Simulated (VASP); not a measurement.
Consider the following.

```yaml
crystal:
  lattice:
    - [0.00000, 3.52016, 3.52016]
    - [3.52016, 0.00000, 3.52016]
    - [3.52016, 3.52016, 0.00000]
  atoms:
    - { symbol: Sr, position: [0.00000, 0.00000, 0.00000] }
    - { symbol: Cl, position: [0.25000, 0.25000, 0.25000] }
    - { symbol: Cl, position: [0.75000, 0.75000, 0.75000] }
```

Computed with PBE GGA, VASP's PBE PAW potentials (set 64) (plane waves; VASP). Run with 520 eV cut-off, Gaussian smearing of 0.050 eV, potentials Sr_sv Cl.

**Question.** Predict the band gap (along the path) with the smallest direct gap where there is one.

**Answer.** 
```yaml
band gap (along the path): 5.23 eV
smallest direct gap (along the path): 5.52 eV
```

The compound is SrCl2 in the fluorite structure. It was relaxed first.
